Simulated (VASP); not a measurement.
Input:

```
KI
1.0
    0.00000     3.51012     3.51012
    3.51012     0.00000     3.51012
    3.51012     3.51012     0.00000
K I
1 1
Cartesian
  0.00000   0.00000   0.00000
  3.51012   3.51012   3.51012
```

Computed with PBEsol GGA, VASP's PBE PAW potentials (set 64) (plane waves; VASP). Run with 400 eV cut-off, 7×7×7 Γ-centred mesh, Gaussian smearing of 0.010 eV, potentials K_sv I.

Q: The job: KI (rock salt), 2 atoms, PBEsol, DFPT for ε, Born charges and Γ modes, 400 eV, 7×7×7 Γ-centred mesh. Roughly how much core time does it take on a busy server core?

A: About 10 core-minutes (one run on a shared machine, a rough figure). It had 20 irreducible k-points, 12 bands, up to 1592 plane waves and 220 electronic steps.

The compound is KI in the rock salt structure. It was relaxed first.
